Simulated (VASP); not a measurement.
## ZnCd2SeS2: relaxation of cell and atoms with PBE

The system is ZnCd2SeS2.

```xyz
6
Lattice="4.1488 0.0000 0.0000 -2.0744 3.5930 0.0000 0.0000 0.0000 10.1950" Properties=species:S:1:pos:R:3 pbc="T T T"
Zn    0.0000    0.0000    0.0040
Cd    0.0000    2.3953    3.2350
Cd    2.0744    1.1977    6.9950
Se    0.0000    2.3953    5.9010
S     2.0744    1.1977    9.5510
S     0.0000    0.0000    2.3500
```

The cell was built by a generator and needn't be a form met in nature.

```json
{
  "Program": "VASP 6.6.1",
  "Task": "relaxation of cell and atoms",
  "Functional": "PBE",
  "Potentials or basis": "VASP PAW PBE potentials, release 64 (Zn, Cd, Se, S)",
  "Cutoff": "520 eV",
  "k mesh": "8 × 8 × 4",
  "Occupations": "gaussian, width 0.03 eV",
  "Spin": "no spin polarisation",
  "Further INCAR settings": "ALGO = Normal; EDIFF = 1e-06; IBRION = 2; EDIFFG = -0.01; NSW = 90; ISIF = 3"
}
```

| Quantity | Value |
| --- | --- |
| Relaxed volume | 25.27 Å³/atom |
| Relaxed cell | a = 4.132 Å, b = 4.132 Å, c = 10.253 Å, α = 90.00°, β = 90.00°, γ = 120.00° |
| Space group after relaxing (to 0.05 Å) | P3m1 (No. 156) |
| Energy gained by relaxing | 0.3 meV/atom |
| Ionic steps | 7 |
| Pressure after relaxing | 0.0 GPa |
| Largest force after relaxing | 0.003 eV/Å |
| Band gap on the k mesh | 0.64 eV, direct |

Forces on the atoms (eV/Å):
```
Zn   0.000  0.000 -0.002
Cd   0.000  0.000  0.001
Cd   0.000  0.000  0.002
Se   0.000  0.000  0.003
S    0.000  0.000 -0.003
S    0.000  0.000 -0.001
```

The path:
```
step  energy change (eV)  largest force (eV/Å)  pressure (GPa)  volume (Å³)
   1              0.0000                0.0249           -0.10       151.97
   2             -0.0010                0.0453            0.01       151.62
   3             -0.0011                0.0549            0.07       151.47
   4             -0.0015                0.0391            0.02       151.59
   5             -0.0018                0.0176           -0.06       151.78
   6             -0.0019                0.0101            0.05       151.52
   7             -0.0019                0.0030            0.01       151.61
```

Final structure:
```xyz
6
Lattice="4.1322 0.0000 0.0000 -2.0661 3.5786 0.0000 0.0000 0.0000 10.2528" Properties=species:S:1:pos:R:3 pbc="T T T"
Zn    0.0000    0.0000    0.0097
Cd    0.0000    2.3857    3.2654
Cd    2.0661    1.1929    7.0371
Se    0.0000    2.3857    5.9297
S     2.0661    1.1929    9.5949
S     0.0000    0.0000    2.3582
```

Levels at points of the mesh, in eV from the valence-band top:
| k point | band 24 | band 25 | band 26 | band 27 | band 28 | band 29 | band 30 | band 31 |
| --- | --- | --- | --- | --- | --- | --- | --- | --- |
| (0.00, 0.00, 0.00) | -0.77 | -0.48 | 0.00 | 0.00 | 0.64 | 2.20 | 2.92 | 5.73 |
| (0.50, 0.00, 0.00) | -1.94 | -1.82 | -1.48 | -0.92 | 2.87 | 3.33 | 3.34 | 3.75 |
| (0.00, 0.00, 0.50) | -0.71 | -0.71 | -0.04 | -0.04 | 1.64 | 2.01 | 2.68 | 5.23 |
| (0.50, 0.00, 0.50) | -2.26 | -1.64 | -1.11 | -0.81 | 2.37 | 3.25 | 3.82 | 4.18 |

It took 4.9 min on 4 MPI ranks on Intel(R) Xeon(R) Platinum 8259CL CPU @ 2.50GHz (Skylake/Cascade Lake) (shared host), peak memory 0.41 GiB a rank.

A k mesh can miss the band edges. Expect the measured gap to be larger: semilocal functionals such as PBE lack the derivative discontinuity.
